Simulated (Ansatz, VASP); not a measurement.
# Cross-check of Ag (linear Ag chain) between VASP and Ansatz

Wanted: the spread between two codes on one cell, functional and k mesh. The structure shown is the end of the Ansatz relaxation below. Other levels of theory on this material are compared in a session of their own.

Program: Ansatz 0.2.0. Level of theory: plane waves, with VASP 6.6.1 beside it; PBEsol and r2SCAN. Results are calculated unless marked as measured.

**1. Set-up**

The cell holds 1 atom: 1 Ag. Cell: a = 7.500 Å, b = 7.500 Å, c = 2.596 Å, α = 90.0°, β = 90.0°, γ = 90.0°. Vacuum lies along a and b. The structure's axis is c.

**2. Ansatz: relaxation, PBEsol**

Ansatz runs on its default PAW (the set named soft_2) files.

This run makes the geometry at which the two programs are then compared.

Contents of input.yaml:

```yaml
crystal:
  lattice:
    - [7.5, 0.0, 0.0]
    - [0.0, 7.5, 0.0]
    - [0.0, 0.0, 2.697]
  atoms:
    - { symbol: Ag, position: [0.5, 0.5, 0.0], spin: 0.5 }
magnetization:
  spin_polarized: true
kpoints:
  mp_grid: { grid: [1, 1, 30] }
scf:
  occupations: { method: fermi_dirac, width: 0.05 }
hamiltonian:
  xc: pbesol
relax:
  cell: { fix: [a, b, alpha, beta, gamma] }
  max_steps: 60
```

Command:

```
$ ansatz run input.yaml --threads 4 --pin off --max-ram 8192MiB --backend cpu --events-out ev --progress --plain --runs-dir out
```

Numbers of over 12 decimals in the logs are rounded to 6 here.

The program printed:

```text
Engine: ansatz 0.2.0, aarch64-unknown-linux-gnu
Pseudopotentials: kind: paw
Pseudopotential: Ag, paw, valence charge 19, recommended cutoff 420 eV (normal), Ag.paw.azcp
Functional definition: PBEsol
  exchange = pbesol_x
  correlation = pbesol_c
Crystal: 1 atoms, lattice volume = 151.706 Å³
Basis set: ecut = 420 eV, 3017 PW (Γ), exchange–correlation on 108×108×40 points (8 copies of the dense FFT grid, shifted against one another)
Bands: 14, of which v1, the nominal top of the filled ones, is band 10 counted from 1 (9 counted from 0)
Symmetry: 16 space group operations
Space group: P4/mmm (ITA 123), of the structure as read, at distance tolerance 5.3e-5 Å
Magnetic group: BNS 123.339 (UNI 999), of the structure as read, at distance tolerance 5.3e-5 Å
k-points: 16 of 30
Non-local potential: Ag, projectors of the file, l = 0: 3, l = 1: 2, l = 2: 2, l = 3: 1
PAW form: soft (Blöchl's): semilocal exchange-correlation on the pseudo side does not see the compensation charge
PAW frozen core: Ag, regenerated for the run's functional, and the local potential with it (the file was generated under x = pbe(κ = 0.804, μ = 0.219515), c = pbe(β = 0.066725))
PAW one-centre angular grid: Ag, 590 points (default); XC on 64 Gauss nodes
Initial density: superposition of atomic densities (neutral atoms: chi_scale 0, normalization atom)
Starting moments: Σ|m| = 0.5 μB on 1 of 1 site
Initial wavefunctions: pseudopotential atomic-orbital guess
Functional: x = pbesol(κ = 0.804, μ = 0.123457), c = pbesol(β = 0.046)
iter 1 solved again at ethr=5.35e-4 eV; its pass at ethr=3.10e-3 eV (dr2=1.02e-1 eV) is discarded
SCF iter   1: F=—  HF=-7520.466864 eV  |F-HF|=—  |Δ(HF+E_count)|=         —  Δρ=1.51e-2 (↑1.51e-2 ↓8.20e-3)  dr2=1.05e-1  dr2_m=1.80e-1  M=0.014 μB ∫|m|=0.034 μB  β_m=0.30  ethr=5.35e-4  ⟨swp⟩=1.0  Hψ=2890  notcnv=0
preconditioner: auto → Resta (q_TF=auto, 1.930 Å⁻¹)  ε∞=2.6  [insulator: Δε(μ)=0.199 eV  Ē_g=7.929 eV  σ=0.050 eV  W_gap=0.76  n_scr=20 (ndim 8)  ℏωp=10.0 eV  f_vac=0.721  D(μ)=0.32/eV (n_scr^D=0)  ε∞_Penn≈2.6  vacuum switching on, ρ_ref=4.6e-3 e/Å³]
spin=Collinear: Resta preconditioning applied to the charge; magnetization (m = ρ↑ − ρ↓) channel mixes plain (no charge-response kernel on spin).
SCF iter   2: F=—  HF=-7520.463896 eV  |F-HF|=—  |Δ(HF+E_count)|=   2.97e-3  Δρ=9.29e-3 (↑9.29e-3 ↓7.39e-3)  dr2=1.70e-2  dr2_m=9.32e-2  M=0.009 μB ∫|m|=0.026 μB  β_m=0.30  ethr=5.35e-4  ⟨swp⟩=2.7  Hψ=723  notcnv=0
SCF iter   3: F=—  HF=-7520.471733 eV  |F-HF|=—  |Δ(HF+E_count)|=   7.84e-3  Δρ=6.07e-3 (↑5.84e-3 ↓6.07e-3)  dr2=3.31e-3  dr2_m=4.82e-2  M=0.005 μB ∫|m|=0.020 μB  β_m=0.30  ethr=8.93e-5  ⟨swp⟩=2.1  Hψ=814  notcnv=0
SCF iter   4: F=—  HF=-7520.476923 eV  |F-HF|=—  |Δ(HF+E_count)|=   5.19e-3  Δρ=4.25e-3 (↑4.22e-3 ↓4.25e-3)  dr2=1.25e-4  dr2_m=2.49e-2  M=0.003 μB ∫|m|=0.015 μB  β_m=0.30  ethr=1.74e-5  ⟨swp⟩=3.0  Hψ=746  notcnv=0
SCF iter   5: F=—  HF=-7520.479524 eV  |F-HF|=—  |Δ(HF+E_count)|=   2.60e-3  Δρ=3.06e-3 (↑3.06e-3 ↓3.03e-3)  dr2=6.05e-5  dr2_m=1.29e-2  M=0.002 μB ∫|m|=0.011 μB  β_m=0.30  ethr=6.58e-7  ⟨swp⟩=2.2  Hψ=657  notcnv=0
SCF iter   6: F=—  HF=-7520.480864 eV  |F-HF|=—  |Δ(HF+E_count)|=   1.34e-3  Δρ=2.19e-3 (↑2.19e-3 ↓2.19e-3)  dr2=1.51e-6  dr2_m=6.67e-3  M=0.001 μB ∫|m|=0.009 μB  β_m=0.30  ethr=3.19e-7  ⟨swp⟩=2.0  Hψ=792  notcnv=0
SCF iter   7: F=—  HF=-7520.481543 eV  |F-HF|=—  |Δ(HF+E_count)|=   6.79e-4  Δρ=1.58e-3 (↑1.58e-3 ↓1.58e-3)  dr2=6.81e-7  dr2_m=3.46e-3  M=0.001 μB ∫|m|=0.006 μB  β_m=0.30  ethr=7.94e-9  ⟨swp⟩=3.2  Hψ=890  notcnv=0
Mixer restart at iter 7: flushing history
spin-set hold released at iteration 7 (site moments contracting): the magnetisation degrees of freedom join the quasi-Newton model from the next iteration; the mixer history was flushed
SCF iter   8: F=—  HF=-7520.481891 eV  |F-HF|=—  |Δ(HF+E_count)|=   3.49e-4  Δρ=1.14e-3 (↑1.14e-3 ↓1.14e-3)  dr2=3.89e-7  dr2_m=1.80e-3  M=0.001 μB ∫|m|=0.005 μB  β_m=0.65  ethr=3.58e-9  ⟨swp⟩=3.2  Hψ=952  notcnv=0
SCF iter   9: F=—  HF=-7520.482262 eV  |F-HF|=—  |Δ(HF+E_count)|=   3.71e-4  Δρ=1.48e-5 (↑1.35e-5 ↓1.48e-5)  dr2=1.86e-8  dr2_m=2.76e-7  M=-0.000 μB ∫|m|=0.000 μB  β_m=0.82  ethr=2.05e-9  ⟨swp⟩=3.0  Hψ=932  notcnv=0
SCF iter  10: F=—  HF=-7520.482256 eV  |F-HF|=—  |Δ(HF+E_count)|=   6.24e-6  Δρ=6.12e-6 (↑6.12e-6 ↓3.92e-6)  dr2=9.37e-9  dr2_m=3.41e-8  M=-0.000 μB ∫|m|=0.000 μB  β_m=0.91  ethr=9.77e-11  ⟨swp⟩=4.0  Hψ=1338  notcnv=0
SCF iter  11: F=—  HF=-7520.482256 eV  |F-HF|=—  |Δ(HF+E_count)|=   7.94e-8  Δρ=2.89e-6 (↑2.02e-6 ↓2.89e-6)  dr2=2.99e-8  dr2_m=4.07e-10  M=-0.000 μB ∫|m|=0.000 μB  β_m=0.69  ethr=4.93e-11  ⟨swp⟩=3.5  Hψ=1268  notcnv=0
SCF iter  12: F=—  HF=-7520.482256 eV  |F-HF|=—  |Δ(HF+E_count)|=   8.70e-9  Δρ=2.54e-7 (↑2.54e-7 ↓1.73e-7)  dr2=5.70e-11  dr2_m=5.71e-11  M=-0.000 μB ∫|m|=0.000 μB  β_m=0.85  ethr=4.93e-11  ⟨swp⟩=3.3  Hψ=1215  notcnv=0
[...]
SCF iter   7: F=-7520.505068 eV  HF=-7520.505068 eV  |F-HF|=1.09e-11  |Δ(HF+E_count)|=  2.34e-10  Δρ=2.70e-8 (↑2.07e-8 ↓2.70e-8)  dr2=1.14e-12  dr2_m=4.05e-13  M=-0.000 μB ∫|m|=0.000 μB  ethr=1.00e-12  ⟨swp⟩=1.0  Hψ=1195  notcnv=0
the starting moments were not kept: the SCF closed with an absolute magnetisation of 2.3e-7 μB, where they sum to 0.5 μB in size (1 site). That is at most 0.1 of that sum. Measured as dr2_m measures the in/out step, that magnetisation stands 1.6e-14 eV from none, at or under the dr2_threshold of 1.0e-7 eV: it is no larger than a step whose dr2_m would equal this threshold.
SCF 3 converged in 7 iterations: F = -7520.505068 eV  dr2 = 1.14e-12
relax step   3: F+E_penalty+E_count = -7520.50506757 eV  Δ(F+E_penalty+E_count) = -5.010e-3 eV  max|allowed force component| = 0.000e0 eV/Å  Δτ_max = 0.0000 Å  P = -0.016 GPa  Ω = 145.144 Å³  energy of the carried Pulay correction = +2.547e-4 eV  fix = [a, b, alpha, beta, gamma]  reactions: a -0.129, b -0.129 GPa  (7 SCF iters, dr2 threshold 1.00e-7 eV, accepted)
[...]
relax step   4: F+E_penalty+E_count = -7520.50552797 eV  Δ(F+E_penalty+E_count) = -4.604e-4 eV  max|allowed force component| = 0.000e0 eV/Å  Δτ_max = 0.0000 Å  P = -0.094 GPa  Ω = 146.014 Å³  energy of the carried Pulay correction = +2.205e-4 eV  fix = [a, b, alpha, beta, gamma]  reactions: a -0.129, b -0.129 GPa  (6 SCF iters, dr2 threshold 1.00e-7 eV, accepted)
[...]
relax step   5: F+E_penalty+E_count = -7520.50525771 eV  Δ(F+E_penalty+E_count) = +2.703e-4 eV  max|allowed force component| = 0.000e0 eV/Å  Δτ_max = 0.0000 Å  P = -0.093 GPa  Ω = 146.014 Å³  fix = [a, b, alpha, beta, gamma]  reactions: a -0.128, b -0.128 GPa  stress off target by 2.18e-2 GPa on what of the cell is left free  SCF on the basis re-selected at this cell (its energy is not comparable with the rows above)  (5 SCF iters)
basis re-selected at this cell: Δ(F+E_penalty+E_count) = +2.703e-4 eV, ΔP = +0.001 GPa vs the last step (what re-selecting the basis moved, of the pressure what is left beyond the Pulay correction that the steps carried, after the strain that the cell walked since its last selection, with what the two solves' SCF thresholds leave and, on support functions, any second-order correction that the steps lacked; it is no measure of the basis error at this ecutwfc). The dense FFT grid was sized anew with the basis: this SCF ran on 54×54×18 points, the steps before it on 54×54×20, so part of this shift can come from that change (see relax.cell in the input reference). [rest of the remark cut]
SCF converged after 5 iterations
Magnetization: 0.0000 μB (9.5000 up, 9.5000 down)
Absolute magnetization: 0.0000 μB (∫|ρ↑−ρ↓|, with the PAW one-centre terms)
Spin contamination: 0.0000 ħ² per cell (⟨S²⟩ above its minimum at these occupations)
Per-site moments (μB) at R_I (Å): [(-3.268265176977395e-10, 1.070771)]
Free energy (F): -7520.505258 eV
Harris-Foulkes:  -7520.505258 eV  (|F-HF|=3.64e-12)
Internal energy: -7520.503416 eV  (E = F + TS)
E sigma→0 (E₀):  -7520.504337 eV
Entropy (-TS):   -0.001842 eV (-1.842 meV/atom)
Fermi energy:    -2.665563 eV
--- Per-component energies (eV) ---
  E_band       = -582.985283
  E_kinetic    = 528.643700
  E_local      = -6218.206764  (includes V_loc(G=0)·N_el)
  E_nonlocal   = 84.638241
  E_hartree    = 2834.395105
  E_xc         = -181.127396
  E_vxc        = -230.806063  (∫ρ·V_xc dr)
  E_paw        = -3837.313315  (= ΣΔE_a)
  E_vpaw       = -416.045018  (= ΣTr[D̂ρ^β])
  E_aug_tail   = 0.000296  (compensation charges beyond the density's cutoff)
  E_ewald      = -731.856021
  E_core_change = 0.322739  (= ΣΔE_core)
  E_smearing   = -0.001842  (= −TS)
  E_closure    = -0.000000  (closes the sum)
  Σ components = -7520.505258   (vs F -7520.505258, Δ=0.00e0)
--- Forces (eV/Å), atoms counted from 1 ---
  atom   1  Ag     0.00000000     0.00000000     0.00000000
  max |Σ_I F_I| component: 2.52e-29 eV/Å
--- Stress (GPa, compression-positive) ---
       -0.128194      -0.000000      -0.000000
       -0.000000      -0.128194       0.000000
       -0.000000       0.000000      -0.021792
  P = ⅓ Tr σ = -0.0927 GPa (-0.927 kbar)
--- Relaxed structure (4 steps of the walk, 4 accepted, 1 SCFs on fresh bases) ---
  F+E_penalty+E_count = -7520.50525771 eV   max|allowed force component| = 0.000e0 eV/Å   (the final SCF, on the basis selected at the relaxed cell)
  cell:  # Å, volume = 146.0143 Å³
    - [7.5, 0, 0]
    - [0, 7.5, 0]
    - [0, 0, 2.595809]
  atoms:
    - { symbol: Ag, position: [0.5, 0.5, 0.0] }
```

Reading the cycles: dr2 is the Hartree energy of the density residual (eV), the measure of convergence; HF is the Harris–Foulkes estimate of the energy, which meets the free energy F at convergence.

**3. VASP: single point, PBEsol**

The same cell, functional, mesh and smearing now go to VASP, with its own data sets.

Lines of VASP's logs that name or quote its potential files are left out, and so is its time.

Contents of INCAR:

```
SYSTEM = Ag
PREC = Accurate
ENCUT = 500
EDIFF = 1E-06
NELM = 200
ISMEAR = -1
SIGMA = 0.05
LREAL = .FALSE.
ALGO = Normal
GGA = PS
NBANDS = 12
ISPIN = 2
MAGMOM = -0
LASPH = .TRUE.
LMAXMIX = 4
LORBIT = 11
LWAVE = .FALSE.
LCHARG = .FALSE.
ISIF = 2
GGA_COMPAT = .FALSE.
KPAR = 2
```

Contents of POSCAR:

```
Ag
1.0
    7.5000000000      0.0000000000      0.0000000000
    0.0000000000      7.5000000000      0.0000000000
    0.0000000000      0.0000000000      2.5958089785
Ag
1
Direct
    0.5000000000      0.5000000000      0.0000000000
```

Contents of KPOINTS:

```
Automatic mesh
0
Gamma
1 1 30
0 0 0
```

The projector-augmented-wave data sets are Ag (PBE family, release 64).

Command:

```
$ mpirun -np 2 vasp_std
```

The program printed:

```text
[banner, memory and clock lines left out]
running    2 mpi-ranks, on    1 nodes
 distrk:  each k-point on    1 cores,    2 groups
 distr:  one band on    1 cores,    1 groups

 POSCAR found type information on POSCAR Ag
 POSCAR found :  1 types and       1 ions
|                                                                             |
|               ----> ADVICE to this user running VASP <----                  |
|                                                                             |
|     You enforced a specific xc type in the INCAR file but a different       |
|     [... a line on the potential file left out ...]
|     I HOPE YOU KNOW WHAT YOU ARE DOING!                                     |
|                                                                             |

 LDA part: xc-table for (Slater+PW92), standard interpolation
 POSCAR, INCAR and KPOINTS ok, starting setup
 FFT: planning ... GRIDC
 FFT: planning ... GRID_SOFT
 FFT: planning ... GRID
 WAVECAR not read
 entering main loop
       N       E                     dE             d eps       ncg     rms          rms(c)
DAV:   1     0.544145823012E+02    0.54415E+02   -0.35575E+03   768   0.605E+02
DAV:   2     0.375887414769E+00   -0.54039E+02   -0.48127E+02   920   0.125E+02
DAV:   3    -0.159694633108E+01   -0.19728E+01   -0.19619E+01   856   0.274E+01
DAV:   4    -0.160491934659E+01   -0.79730E-02   -0.79719E-02   948   0.215E+00
DAV:   5    -0.160503650702E+01   -0.11716E-03   -0.11716E-03   896   0.237E-01    0.228E+00
DAV:   6    -0.157644421645E+01    0.28592E-01   -0.13428E-01   912   0.292E+00    0.150E+00
DAV:   7    -0.157564689174E+01    0.79732E-03   -0.25915E-03   892   0.397E-01    0.738E-01
DAV:   8    -0.157531305270E+01    0.33384E-03   -0.42641E-04   788   0.152E-01    0.225E-02
DAV:   9    -0.157529170804E+01    0.21345E-04   -0.39137E-05   912   0.374E-02    0.123E-02
DAV:  10    -0.157529594134E+01   -0.42333E-05   -0.17083E-05   844   0.200E-02    0.740E-03
DAV:  11    -0.157530720814E+01   -0.11267E-04   -0.17134E-06   840   0.624E-03    0.473E-03
DAV:  12    -0.157531602356E+01   -0.88154E-05   -0.43773E-06   800   0.122E-02    0.112E-03
DAV:  13    -0.157531567284E+01    0.35072E-06   -0.16541E-07   904   0.229E-03
   1 F= -.15753157E+01 E0= -.15743925E+01  d E =-.184627E-02  mag=    -0.0000
```

[end of part 1 of 2]

[Lines on the potential files, build, host, timing and source positions are cut from VASP's logs without a mark.]

[Logs are printed without paths, hosts, clocks, repeated set-up lines and the standing remarks that a program may print on its own settings, such as how far it seeks lower states.]

[Hosts, paths, dates, database ids (printed as entryN), source tags and the programs' standing remarks are cut or masked in the printed files.]
